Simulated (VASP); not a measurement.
Runs of VASP 6.6.1 on OSiF3H. The cell holds a molecule in a box, 6 atoms: a = 12.000 Å, b = 12.000 Å, c = 12.000 Å, α = 90.00°, β = 90.00°, γ = 90.00°. 

```tsv
task	level	potentials or basis	cell	cutoff (eV)	grid for exact exchange (PRECFOCK)	exchange at q = 0	gap on the mesh (eV)	largest force (eV/Å)
single point	PBE	VASP PAW PBE potentials, release 64 (O, Si, F, H)	as given	520	-	-	7.49	0.84
single point	B3LYP+D4	VASP PAW PBE potentials, release 64 (O_s, Si, F_s, H_s)	as given	400	Fast	truncated	9.45	(b)
relaxation of the atoms	PBE	VASP PAW PBE potentials, release 64 (O, Si, F, H)	atoms relaxed from: atoms moved at random, drawn with an rms of 0.02 Å	520	-	-	7.39	0.01
single point	revPBE+D3(BJ)	VASP PAW PBE potentials, release 64 (O_h, Si, F_h, H_h)	as given	900	-	-	(a)	0.87
single point	RPBE+D3(BJ)	VASP PAW PBE potentials, release 64 (O, Si, F, H)	as given	520	-	-	7.38	1.07
single point	PBE	VASP PAW PBE potentials, release 64 (O, Si, F, H)	atoms moved at random, drawn with an rms of 0.05 Å	520	-	-	7.12	5.18
atomic charges	PBE+TS	VASP PAW PBE potentials, release 64 (O, Si, F, H)	as given	520	-	-	7.49	0.85
electron localisation function	PBE	VASP PAW PBE potentials, release 64 (O, Si, F, H)	as given	520	-	-	7.49	0.84
```

Alike in all rows: no spin polarisation; k mesh 1 × 1 × 1; smearing gaussian 0.01 eV.

Q: Estimate the missing entries.

A: (a) 7.43; (b) 1.57.

Caveats: the PAW data sets were made with another functional, which shifts forces and pressure a little (some runs).

